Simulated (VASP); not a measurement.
Set up this calculation in VASP 6.6.1, as the native input.

```
Task                   : relaxation of cell and atoms
Functional             : PBE
Potentials or basis    : VASP PAW PBE potentials, release 64 (Be, Zn, Se)
Cutoff                 : 520 eV
k mesh                 : 3 × 3 × 3
Occupations            : gaussian, width 0.15 eV
Spin                   : no spin polarisation
Further INCAR settings : PREC = Normal; ALGO = Fast; EDIFF = 0.0001; IBRION = 2; EDIFFG = -0.08; NSW = 24; ISIF = 3
```

The structure of Be3ZnSe4 lies in POSCAR:

```
Be3ZnSe4
1.0
   -3.4598829000      3.4598829000      3.4598829000
    3.4598829000     -3.4598829000      3.4598829000
    3.4598829000      3.4598829000     -3.4598829000
Be Zn Se
3 1 4
Direct
    0.0000000000      0.5000000000      0.5000000000
    0.5000000000      0.0000000000      0.5000000000
    0.5000000000      0.5000000000      0.0000000000
    0.0000000000      0.0000000000      0.0000000000
    0.5000000000      0.5000000000      0.5000000000
    0.0000000000      0.0000000000      0.5000000000
    0.0000000000      0.5000000000      0.0000000000
    0.5000000000      0.0000000000      0.0000000000
```

The cell was built by a generator and needn't be a form met in nature.

The input as run:

INCAR

```
SYSTEM = Be3ZnSe4
PREC = Normal
ENCUT = 520
EDIFF = 1E-4
ISMEAR = 0
SIGMA = 0.15
LREAL = .False.
LASPH = .True.
NELM = 60
ALGO = Fast
ISIF = 3
LWAVE = .False.
LCHARG = .False.
GGA = PE
IBRION = 2
NSW = 24
EDIFFG = -0.08
```

KPOINTS

```
regular mesh
0
Gamma
  3 3 3
  0 0 0
```

Potentials or basis: VASP PAW PBE potentials, release 64 (Be, Zn, Se).

Command:

```console
$ cat potpaw_PBE.64/Be/POTCAR potpaw_PBE.64/Zn/POTCAR potpaw_PBE.64/Se/POTCAR > POTCAR
$ mpirun -np 1 vasp_std > vasp.out
```

It gave:

* Relaxed volume: 15.87 Å³/atom
* Relaxed cell: a = 5.484 Å, b = 5.484 Å, c = 5.484 Å, α = 109.47°, β = 109.47°, γ = 109.47°
* Space group after relaxing (to 0.05 Å): Im-3m (No. 229)
* Energy gained by relaxing: 212.4 meV/atom
* Ionic steps: 3
* Pressure after relaxing: -0.1 GPa
* Band gap on the k mesh: none (metal or under the smearing width)

Caveat: the k mesh is coarse (spacing up to 0.43 Å⁻¹), so the values aren't converged; the volume moved by over 15 % at a fixed basis, so the end points are rough.

Wall time 31 s on 1 thread of Intel(R) Xeon(R) Platinum 8488C (Sapphire Rapids) (shared host), peak memory 0.22 GiB.
